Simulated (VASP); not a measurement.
```
CoKF3
1.0
    4.07100     0.00000     0.00000
    0.00000     4.07100     0.00000
    0.00000     0.00000     4.07100
K F Co
1 3 1
Direct
  0.00000   0.00000   0.00000
  0.00000   0.50000   0.50000
  0.50000   0.00000   0.50000
  0.50000   0.50000   0.00000
  0.50000   0.50000   0.50000
```
Starting moments (μB, in the order of the record's atoms K F F F Co): 0.0 0.0 0.0 0.0 3.0.

Method: LDA (Ceperley-Alder, Perdew-Zunger), VASP's LDA PAW potentials (set 64) (plane waves; VASP). Settings: 400 eV cut-off, 8×8×8 Γ-centred mesh, Gaussian smearing of 0.10 eV, potentials K_sv F Co.

The moments were started parallel, and other spin orders were not tried in this run.

Q: Give the spin-up energies of bands 9 to 22 at the high-symmetry points, in eV from the Fermi level.

A: 
| band | Γ | X | M | R |
|---|---|---|---|---|
| 9 | -6.35 | -6.23 | -6.87 | -6.87 |
| 10 | -6.35 | -6.23 | -6.29 | -6.87 |
| 11 | -4.44 | -5.22 | -5.92 | -5.89 |
| 12 | -4.44 | -5.07 | -5.21 | -5.89 |
| 13 | -4.44 | -5.07 | -5.21 | -5.89 |
| 14 | -4.26 | -4.65 | -4.71 | -3.87 |
| 15 | -4.26 | -4.42 | -4.71 | -3.87 |
| 16 | -4.26 | -4.42 | -3.88 | -3.87 |
| 17 | -2.66 | -2.65 | -2.19 | -1.74 |
| 18 | -2.66 | -2.63 | -2.00 | -1.74 |
| 19 | -2.65 | -2.00 | -2.00 | -1.74 |
| 20 | -2.65 | -2.00 | -1.76 | -0.32 |
| 21 | -2.65 | -1.50 | -0.32 | -0.32 |
| 22 | 2.39 | 5.41 | 6.41 | 6.23 |

Q: Give the spin-down energies of bands 9 to 22 at the high-symmetry points, in eV from the Fermi level.

A: 
```json
[
 {"band": "9", "Γ": "-6.11", "X": "-5.97", "M": "-6.02", "R": "-6.00"},
 {"band": "10", "Γ": "-6.11", "X": "-5.97", "M": "-6.01", "R": "-6.00"},
 {"band": "11", "Γ": "-4.31", "X": "-5.09", "M": "-5.63", "R": "-5.60"},
 {"band": "12", "Γ": "-4.31", "X": "-4.76", "M": "-4.92", "R": "-5.60"},
 {"band": "13", "Γ": "-4.31", "X": "-4.76", "M": "-4.92", "R": "-5.60"},
 {"band": "14", "Γ": "-4.09", "X": "-4.53", "M": "-4.58", "R": "-3.73"},
 {"band": "15", "Γ": "-4.09", "X": "-4.25", "M": "-4.58", "R": "-3.73"},
 {"band": "16", "Γ": "-4.09", "X": "-4.25", "M": "-3.74", "R": "-3.73"},
 {"band": "17", "Γ": "-0.58", "X": "-0.56", "M": "-0.05", "R": "0.25"},
 {"band": "18", "Γ": "-0.58", "X": "-0.05", "M": "-0.05", "R": "0.25"},
 {"band": "19", "Γ": "-0.58", "X": "-0.05", "M": "0.24", "R": "0.25"},
 {"band": "20", "Γ": "0.34", "X": "0.35", "M": "0.65", "R": "2.18"},
 {"band": "21", "Γ": "0.34", "X": "1.12", "M": "2.18", "R": "2.18"},
 {"band": "22", "Γ": "2.64", "X": "5.81", "M": "6.68", "R": "6.34"}
]
```

It has no gap at this level: it comes out as a metal or semimetal.

The structure comes from a measured KCoF3 entry of the Crystallography Open Database, whose conditions weren't checked. The cell was not relaxed at this level.
